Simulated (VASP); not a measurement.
Level of theory: vdW-DF2, VASP's PBE PAW potentials (set 64) (plane waves; VASP).

VASP ran on this input.

File POSCAR:
```
PtSe2
1.0
  1.9390619291  -3.3585540520   0.0000000000
  1.9390619291   3.3585540520   0.0000000000
  0.0000000000   0.0000000000   5.6503956434
Pt Se
1 2
Cart
  0.0000000000   0.0000000000   0.0000000000
  1.9390619291   1.1195202564   1.3647359734
  1.9390619291  -1.1195202564   4.2856596700
```

### INCAR
```
! general
SYSTEM   = PtSe2
PREC     = Accurate
ENCUT    = 520
LREAL    = .False.
LASPH    = .True.

! electronic loop
EDIFF    = 1E-7
NELM     = 100
ALGO     = Normal
LMAXMIX  = 6

! smearing
ISMEAR   = 0
SIGMA    = 0.05

! functional
GGA      = ML
LUSE_VDW = .True.
AGGAC    = 0.0
ZAB_VDW  = -1.8867

! ions
IBRION   = 2
NSW      = 30
ISIF     = 4
EDIFFG   = -0.01

! output
LWAVE    = .False.
LCHARG   = .False.
```

File KPOINTS:
```
K-points
0
gamma
 7 7 4
```

POTCAR, in this order: Pt Se (PBE.64 set). Program: vasp_std.

Unless said otherwise, spin-orbit coupling is left out, though it shifts the bands of the heavy elements here.

Estimate the energy per atom (σ→0), band gap (on the k-mesh).

- energy per atom (σ→0) = -2.320 eV/atom
- band gap (on the k-mesh) = none (metal, semimetal or under 0.01 eV)

### OSZICAR
```
...
DAV:   9    -0.696057424841E+01    0.40845E-02   -0.24600E-02   959   0.174E+00    0.252E-01
DAV:  10    -0.696103745573E+01   -0.46321E-03   -0.30532E-03  1036   0.451E-01    0.531E-02
DAV:  11    -0.696102045504E+01    0.17001E-04   -0.13898E-04   938   0.131E-01    0.280E-02
DAV:  12    -0.696101679924E+01    0.36558E-05   -0.32428E-05   959   0.527E-02    0.620E-03
DAV:  13    -0.696101719144E+01   -0.39220E-06   -0.77784E-07  1018   0.668E-03    0.303E-03
DAV:  14    -0.696101763534E+01   -0.44391E-06   -0.23847E-07   717   0.521E-03    0.595E-04
DAV:  15    -0.696101767471E+01   -0.39360E-07   -0.23784E-08   490   0.144E-03
   1 F= -.69610177E+01 E0= -.69607457E+01  d E =-.696102E+01
```

The compound is PtSe2 in the 1T layered structure. It was relaxed first, which changed the volume by +20 %.
